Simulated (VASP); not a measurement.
Data:

```xyz
6
Lattice="4.0041 0.0000 0.0000 0.0000 4.0041 0.0000 0.0000 0.0000 7.5147" Properties=species:S:1:pos:R:3 pbc="T T T"
Ce     0.0000     2.0020     5.5532
Ce     2.0020     0.0000     1.9615
S      0.0000     2.0020     2.7267
S      2.0020     0.0000     4.7880
S      0.0000     0.0000     0.0000
S      2.0020     2.0020     0.0000
```

These are PBEsol GGA, VASP's PBE PAW potentials (set 64) (plane waves; VASP 6.6.1) values and carry that method's errors. Numerical set-up: 400 eV cut-off, Gaussian smearing of 0.050 eV, potentials Ce S.

Q: Give the energies of bands 14 to 27 at the high-symmetry points, in eV from the Fermi level.

A: 
```tsv
band	Γ	X	M	Z	R	A
14	-4.86	-5.14	-5.70	-4.81	-4.64	-6.19
15	-4.77	-3.66	-4.06	-4.81	-3.99	-4.25
16	-3.95	-3.66	-4.06	-3.56	-3.99	-4.25
17	-3.50	-2.90	-3.24	-3.08	-3.85	-3.11
18	-2.92	-2.90	-3.24	-3.08	-3.85	-3.11
19	-2.92	-2.85	-3.05	-2.60	-2.59	-2.12
20	-2.02	-2.85	-3.05	-1.98	-2.59	-2.12
21	-2.02	-2.67	-2.06	-1.86	-2.45	-2.06
22	-0.35	-2.67	-2.06	-1.86	-2.45	-2.06
23	-0.31	-2.05	0.09	-0.14	-1.55	0.09
24	0.06	-2.05	0.09	-0.14	-1.55	0.09
25	0.06	0.21	0.17	-0.10	0.19	0.22
26	0.26	0.21	0.17	0.24	0.19	0.22
27	0.26	0.32	0.27	0.33	0.32	0.22
```

It has no gap at this level: it comes out as a metal or semimetal.

The structure comes from a computed database's CeS2 entry (P4/nmm); how it stands against other phases isn't given here. It was relaxed first, which changed the volume by -6 %. The run is not spin-polarised, so no magnetic state was tried.
